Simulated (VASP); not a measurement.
```
Rb
1.0
   -4.40035     4.40035     2.40088
    4.40035    -4.40035     2.40088
    4.40035     4.40035    -2.40088
Rb
2
Direct
  0.75000   0.25000   0.50000
  0.00000   0.00000   0.00000
```

Computed with LDA (Ceperley-Alder, Perdew-Zunger), VASP's LDA PAW potentials (set 64) (plane waves; VASP). Settings: 300 eV cut-off, 6×6×6 Γ-centred mesh, Gaussian smearing of 0.14 eV, potentials Rb_sv.

Give the energies of bands 9 to 12 at the high-symmetry points, in eV from the Fermi level.

```
band      Γ      X      M     Z     P     N
----  -----  -----  -----  ----  ----  ----
9     -1.95  -0.80  -0.12  0.83  0.68  0.14
10     0.97  -0.80  -0.12  0.83  0.68  0.57
11     1.67   2.18   0.50  0.91  0.79  1.19
12     2.44   2.18   0.50  0.91  0.79  1.90
```

It has no gap at this level: it comes out as a metal or semimetal.

The structure was generated: Rb was put into an ordered model structure, which need not be its known phase. The cell was not relaxed at this level.
